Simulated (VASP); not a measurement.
# Lattice constant a of zinc-blende III-V compounds: SCAN against PBE

VASP (plane waves, PAW); cells keep the symmetry of their structure type. Static lattice, each level at its own minimum.

Here x stands for PBE a and y for SCAN less PBE.

| solid | PBE a (Å) | SCAN less PBE (Å) | cut-off (eV) |
|---|---|---|---|
| BN | 3.626 | -0.018 | 520 |
| AlN | 4.402 | ? | 520 |
| BP | 4.547 | -0.024 | 520 |
| GaN | 4.550 | -0.050 | 520 |
| BAs | 4.817 | -0.038 | 520 |
| GaP | 5.506 | -0.061 | 520 |
| GaAs | 5.750 | -0.091 | 520 |

### Question
Fit y against x with a straight line, and predict the withheld value at x = 4.402.

### Answer
With u = x - 4.8, the rows have u = -1.1740, -0.2530, -0.2500, 0.0170, 0.7060, 0.9500. Means: u -0.00066667, y -0.0470. About the means, the sum of products is -0.090646 and the sum of squares of u is 2.9060; the slope is their ratio. Least squares gives y = -0.0470 - 0.03119·u. Residuals (row less fit): -0.0076, 0.0151, -0.0108, 0.0095, 0.0080, -0.0144; standard error 0.0138 (degrees of freedom: 4). The slope is -0.0312 with a standard error of 0.0081. At the withheld row, u = -0.3980, so y = -0.0470 - 0.03119 × (-0.3980) = -0.0346 Å. The calculation gives -0.040 Å, 0.0054 Å below the prediction (7.4 % of the range of y in the table). The row lies between fitted rows. From the scatter of the fitted rows alone, a prediction at this place has a standard error of 0.0153 Å, so the miss is 0.4 times that.

AlN is here a metastable form; wurtzite is the usual one. GaN is here a metastable form; wurtzite is the usual one. The rows are a random draw from the solids of this series computed here; series whose standard error about the line passes 12 to 30 % of the range of y, or with no trend, aren't shown in this form.
